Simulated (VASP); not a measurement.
OSZICAR of a VASP run on InAs (zinc blende):

OSZICAR:
```
       N       E                     dE             d eps       ncg     rms          rms(c)
DAV:   1    -0.769957557211E+05   -0.76996E+05   -0.13997E+06  1580   0.266E+06
DAV:   2    -0.241073375696E+06   -0.16408E+06   -0.16400E+06  1714   0.629E+04
DAV:   3    -0.243129739650E+06   -0.20564E+04   -0.20162E+04  2180   0.162E+04
DAV:   4    -0.244476680387E+06   -0.13469E+04   -0.15527E+04  2215   0.320E+03
DAV:   5    -0.244713667509E+06   -0.23699E+03   -0.70922E+03  2165   0.129E+03    0.785E+01
DAV:   6     0.210709381329E+02    0.24473E+06   -0.14610E+04  1359   0.264E+02    0.107E+01
DAV:   7     0.163124364699E+02   -0.47585E+01   -0.22205E+01  1401   0.391E+01    0.240E+01
DAV:   8     0.171354472451E+02    0.82301E+00   -0.33884E+00  1535   0.154E+01    0.198E+01
DAV:   9     0.169413097655E+02   -0.19414E+00   -0.31622E-01  1459   0.363E+00    0.131E+01
DAV:  10     0.169850858845E+02    0.43776E-01   -0.49385E-01  1427   0.893E+00    0.163E+00
DAV:  11     0.169334050696E+02   -0.51681E-01   -0.79220E-01  1222   0.290E+01    0.708E-01
DAV:  12     0.167687598819E+02   -0.16465E+00   -0.13798E-01  1242   0.495E+00    0.202E+00
DAV:  13    -0.149090549623E+04   -0.15077E+04   -0.14707E+04  1708   0.287E+03    0.140E+01
DAV:  14     0.198151866379E+02    0.15107E+04   -0.57160E+03  1292   0.222E+02    0.615E+00
DAV:  15     0.165371546974E+02   -0.32780E+01   -0.14623E+01  1353   0.866E+00    0.174E+00
DAV:  16     0.162310814137E+02   -0.30607E+00   -0.25774E+00  1317   0.572E+00    0.194E+00
DAV:  17     0.166368313658E+02    0.40575E+00   -0.41358E-01  1242   0.594E+00    0.190E-01
DAV:  18     0.166017545322E+02   -0.35077E-01   -0.54286E-02  1232   0.350E+00    0.858E-01
DAV:  19     0.166217356240E+02    0.19981E-01   -0.67496E-02  1232   0.288E+00    0.340E-01
DAV:  20     0.166168547107E+02   -0.48809E-02   -0.15436E+00  1222   0.569E+01    0.316E-01
DAV:  21     0.166238035100E+02    0.69488E-02   -0.12801E-01  1222   0.473E+00    0.348E-01
DAV:  22     0.166240831433E+02    0.27963E-03   -0.14649E-03  1402   0.412E-01    0.906E-01
DAV:  23     0.166031435703E+02   -0.20940E-01   -0.70130E-03  1252   0.824E-01    0.125E+00
DAV:  24     0.166005117949E+02   -0.26318E-02   -0.89661E-04  1252   0.357E-01    0.114E+00
DAV:  25     0.165956432928E+02   -0.48685E-02   -0.39618E-03  1222   0.651E-01    0.104E+00
DAV:  26     0.165939637458E+02   -0.16795E-02   -0.19528E-03  1222   0.367E-01    0.888E-01
DAV:  27     0.165929211203E+02   -0.10426E-02   -0.27659E-03  1222   0.310E-01    0.704E-01
DAV:  28    -0.643491588290E+04   -0.64515E+04   -0.64580E+04  1810   0.624E+03    0.235E+02
DAV:  29     0.206892336686E+02    0.64556E+04   -0.90446E+03  1587   0.235E+02    0.511E+01
DAV:  30     0.166806798136E+02   -0.40086E+01   -0.68023E+01  1351   0.442E+01    0.168E+01
DAV:  31     0.165570918444E+02   -0.12359E+00   -0.63678E+00  1466   0.152E+01    0.102E+01
DAV:  32     0.166201289302E+02    0.63037E-01   -0.41989E-01  1522   0.560E+00    0.112E+01
DAV:  33     0.166182592715E+02   -0.18697E-02   -0.59591E-02  1434   0.271E+00    0.817E+00
DAV:  34     0.165572939368E+02   -0.60965E-01   -0.61616E-02  1297   0.366E+00    0.723E+00
DAV:  35     0.165735631772E+02    0.16269E-01   -0.43317E-02  1307   0.205E+00    0.738E+00
DAV:  36    -0.473842115218E+05   -0.47401E+05   -0.43883E+05  1843   0.489E+04    0.511E+01
DAV:  37     0.215294543368E+02    0.47406E+05   -0.76027E+03  1407   0.293E+02    0.388E+00
DAV:  38     0.164709654476E+02   -0.50585E+01   -0.35055E+01  1381   0.154E+01    0.509E+00
DAV:  39     0.165355815020E+02    0.64616E-01   -0.48661E+00  1462   0.118E+01    0.665E+00
DAV:  40     0.165611759147E+02    0.25594E-01   -0.18094E-01  1428   0.291E+00    0.794E+00
DAV:  41     0.165458232360E+02   -0.15353E-01   -0.24376E-02  1370   0.165E+00    0.861E+00
DAV:  42     0.165641608014E+02    0.18338E-01   -0.24055E-03  1456   0.541E-01    0.873E+00
DAV:  43     0.165696028828E+02    0.54421E-02   -0.23527E-03  1247   0.585E-01    0.894E+00
DAV:  44     0.166027849923E+02    0.33182E-01   -0.68459E-03  1222   0.875E-01    0.907E+00
DAV:  45     0.166565888081E+02    0.53804E-01   -0.90687E-03  1242   0.817E-01    0.899E+00
DAV:  46     0.166747465389E+02    0.18158E-01   -0.71419E-03  1417   0.520E-01    0.818E+00
DAV:  47     0.167028714443E+02    0.28125E-01   -0.26532E-03  1452   0.356E-01    0.811E+00
DAV:  48     0.167191153162E+02    0.16244E-01   -0.62157E-04  1362   0.176E-01    0.780E+00
DAV:  49     0.166742721754E+02   -0.44843E-01   -0.30353E-03  1222   0.630E-01    0.689E+00
DAV:  50     0.166534049318E+02   -0.20867E-01   -0.26970E-03  1352   0.540E-01    0.487E+00
DAV:  51     0.166208281819E+02   -0.32577E-01   -0.77818E-03  1357   0.605E-01    0.365E+00
DAV:  52     0.166207484003E+02   -0.79782E-04   -0.28569E-03  1242   0.364E-01    0.310E+00
DAV:  53     0.166262420375E+02    0.54936E-02   -0.15690E-03  1287   0.267E-01    0.226E+00
DAV:  54     0.166232623054E+02   -0.29797E-02   -0.31714E-04  1367   0.176E-01    0.156E+00
DAV:  55     0.166198551686E+02   -0.34071E-02   -0.13221E-04  1257   0.133E-01    0.107E+00
DAV:  56     0.166254755875E+02    0.56204E-02   -0.55249E-04  1252   0.184E-01    0.112E+00
DAV:  57     0.166232949612E+02   -0.21806E-02   -0.60252E-04  1222   0.179E-01    0.933E-01
DAV:  58     0.166185124772E+02   -0.47825E-02   -0.30373E-04  1222   0.152E-01    0.603E-01
DAV:  59     0.166106383353E+02   -0.78741E-02   -0.36333E-04  1242   0.147E-01    0.415E-01
DAV:  60     0.166058058903E+02   -0.48324E-02   -0.27881E-04  1467   0.125E-01    0.286E-01
DAV:  61     0.165961272896E+02   -0.96786E-02   -0.46448E-03  1252   0.442E-01    0.113E+00
DAV:  62     0.110087140480E+02   -0.55874E+01   -0.76553E+01  1238   0.654E+02    0.797E-01
DAV:  63     0.166565236002E+02    0.56478E+01   -0.13275E+02  1222   0.102E+01    0.695E-01
DAV:  64     0.165992933402E+02   -0.57230E-01   -0.60387E-04  1292   0.275E-01    0.567E-01
DAV:  65     0.165933564771E+02   -0.59369E-02   -0.52040E-02  1472   0.199E-01    0.522E-01
DAV:  66     0.165919945892E+02   -0.13619E-02   -0.20176E-03  1350   0.104E-01    0.268E-01
DAV:  67     0.165916468497E+02   -0.34774E-03   -0.58386E-05  1412   0.511E-02    0.176E-01
DAV:  68     0.165914712405E+02   -0.17561E-03   -0.16066E-05  1305   0.354E-02    0.156E-01
DAV:  69     0.165912593140E+02   -0.21193E-03   -0.77477E-05  1222   0.762E-02    0.167E-01
DAV:  70     0.165911236748E+02   -0.13564E-03   -0.93725E-05  1352   0.609E-02    0.169E-01
DAV:  71     0.165983609389E+02    0.72373E-02   -0.20482E-03  1222   0.352E-01    0.703E-02
DAV:  72     0.165969931542E+02   -0.13678E-02   -0.31221E-04  1282   0.217E-01    0.894E-02
DAV:  73     0.165946919296E+02   -0.23012E-02   -0.75510E-04  1222   0.318E-01    0.931E-02
DAV:  74     0.165945162711E+02   -0.17566E-03   -0.14417E-05  1517   0.443E-02    0.925E-02
DAV:  75     0.165946132482E+02    0.96977E-04   -0.11360E-05  1237   0.406E-02    0.943E-02
DAV:  76     0.165950915615E+02    0.47831E-03   -0.16385E-04  1232   0.158E-01    0.838E-02
DAV:  77     0.166013408830E+02    0.62493E-02   -0.19715E-03  1222   0.435E-01    0.716E-02
DAV:  78     0.165984059997E+02   -0.29349E-02   -0.55637E-04  1262   0.270E-01    0.689E-02
DAV:  79     0.165980804563E+02   -0.32554E-03   -0.50558E-05  1267   0.893E-02    0.659E-02
DAV:  80     0.165936861550E+02   -0.43943E-02   -0.46385E-04  1232   0.224E-01    0.699E-02
DAV:  81     0.165916083294E+02   -0.20778E-02   -0.18169E-03  1222   0.294E-01    0.535E-02
DAV:  82     0.165917721747E+02    0.16385E-03   -0.51517E-05  1577   0.701E-02    0.548E-02
DAV:  83     0.165918426487E+02    0.70474E-04   -0.51062E-06  1312   0.233E-02    0.547E-02
DAV:  84     0.165913476773E+02   -0.49497E-03   -0.26034E-05  1232   0.448E-02    0.469E-02
DAV:  85     0.165910167183E+02   -0.33096E-03   -0.39335E-05  1257   0.579E-02    0.365E-02
DAV:  86     0.165909859757E+02   -0.30743E-04   -0.10276E-05  1367   0.411E-02    0.443E-02
DAV:  87     0.165908266292E+02   -0.15935E-03   -0.15997E-05  1287   0.405E-02    0.414E-02
DAV:  88     0.165907166710E+02   -0.10996E-03   -0.23320E-04  1237   0.117E-01    0.166E-02
DAV:  89     0.165922179412E+02    0.15013E-02   -0.38384E-04  1247   0.141E-01    0.183E-02
DAV:  90     0.165919105314E+02   -0.30741E-03   -0.64805E-06  1567   0.272E-02    0.182E-02
DAV:  91     0.165911582899E+02   -0.75224E-03   -0.78663E-05  1222   0.626E-02    0.142E-02
DAV:  92     0.165909953931E+02   -0.16290E-03   -0.57594E-06  1437   0.231E-02    0.133E-02
DAV:  93     0.165913034311E+02    0.30804E-03   -0.15360E-05  1222   0.308E-02    0.145E-02
DAV:  94     0.165913144611E+02    0.11030E-04   -0.10381E-07  1281   0.233E-03    0.145E-02
DAV:  95     0.165913123308E+02   -0.21303E-05   -0.35685E-08   721   0.627E-04    0.145E-02
DAV:  96     0.165913564159E+02    0.44085E-04   -0.22227E-07  1247   0.435E-03    0.147E-02
DAV:  97     0.165914182731E+02    0.61857E-04   -0.41712E-07  1232   0.544E-03    0.150E-02
DAV:  98     0.165913227665E+02   -0.95507E-04   -0.12098E-06  1232   0.792E-03    0.144E-02
DAV:  99     0.165916843091E+02    0.36154E-03   -0.12389E-05  1227   0.272E-02    0.158E-02
DAV: 100     0.165924210099E+02    0.73670E-03   -0.39985E-05  1222   0.519E-02
   1 F= 0.16592421E+02 E0= 0.16592340E+02  d E =0.242937E-03
```

Question: Which electronic solver shows in the log?

Answer: It is blocked Davidson (ALGO = Normal, or the opening steps of other solvers). The INCAR had ALGO = Normal.

Question: Can the final energy be trusted as converged?

Answer: The run did not converge; its last values are not results. It stopped with EDIFF = 1E-7, NELM = 100 (revTPSS meta-GGA, plane waves, VASP's PBE PAW potentials (set 64)).

The compound is InAs in the zinc blende structure. This cell is one point of a volume scan, at 1.03 of the reference volume.
